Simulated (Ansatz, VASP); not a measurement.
**LuF4: VASP beside Ansatz**

```
Lu F
1.0
     3.98629    0.00000    0.00000
     0.00000    3.98629    0.00000
     0.00000    0.00000    3.98629
Lu F
1 4
Cartesian
  0.0000 0.0000 0.0000
  1.9931 1.9931 1.9931
  0.0000 1.9931 1.9931
  1.9931 0.0000 1.9931
  1.9931 1.9931 0.0000
```

Alike in both runs: task relaxation of cell and atoms; functional PBE; k mesh 10 × 10 × 10; occupations gaussian, width 0.1 eV; no spin polarisation.

```csv
,VASP,Ansatz
version,VASP 6.6.1,Ansatz 0.2.0
potentials or method,"VASP PAW PBE potentials, release 64 (Lu, F)","scalar-relativistic, plane waves, PAW"
plane-wave cutoff (eV),600,420
valence electrons in the cell,53,53
```

VASP gave:

- gap on the k mesh at the Fermi level, each at its own relaxed structure (eV): none
- relaxed volume (Å³/atom): 12.70
- relaxed cell length with the largest relative difference (Å): 3.990

**Question.** Estimate Ansatz's values.

**Answer.** gap on the k mesh at the Fermi level, each at its own relaxed structure (eV): none; relaxed volume (Å³/atom): 12.75; relaxed cell length with the largest relative difference (Å): 3.995.

A gap of «none» marks a metal or a gap that the smearing closes.

Caveats: an odd number of electrons without spin polarisation forces a metal; a magnetic or distorted state may lie lower. The runs have no spin-orbit coupling, so splittings on Lu are missing.
